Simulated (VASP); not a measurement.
Data:

```xyz
2
Lattice="0.0000 2.3358 2.3358 2.3358 0.0000 2.3358 2.3358 2.3358 0.0000" Properties=species:S:1:pos:R:3 pbc="T T T"
Na     0.0000     0.0000     0.0000
F      2.3358     2.3358     2.3358
```

Calculation: PBE GGA with D4 dispersion, VASP's PBE PAW potentials (set 64) (plane waves; VASP). Numerical set-up: 520 eV cut-off, Gaussian smearing of 0.050 eV, potentials Na_pv F.

Task: Give the energies of bands 5 to 8 at the high-symmetry points, in eV from the valence-band maximum.

Result: 
| band | Γ | X | U | L | W |
|---|---|---|---|---|---|
| 5 | 0.00 | -1.24 | -1.02 | -1.54 | -0.84 |
| 6 | 0.00 | -0.39 | -0.80 | -0.24 | -0.84 |
| 7 | 0.00 | -0.39 | -0.36 | -0.24 | -0.55 |
| 8 | 6.17 | 12.95 | 12.69 | 10.63 | 13.06 |

The gap is direct, 6.17 eV, from the valence maximum at Γ to the conduction minimum at Γ.

Measured: gap 11.70 eV (computed value off by -5.53 eV), as given by David Koller et al., Journal of Physics Condensed Matter (2013), arXiv:1304.4470.

The compound is NaF in the rock salt structure. It was relaxed first.
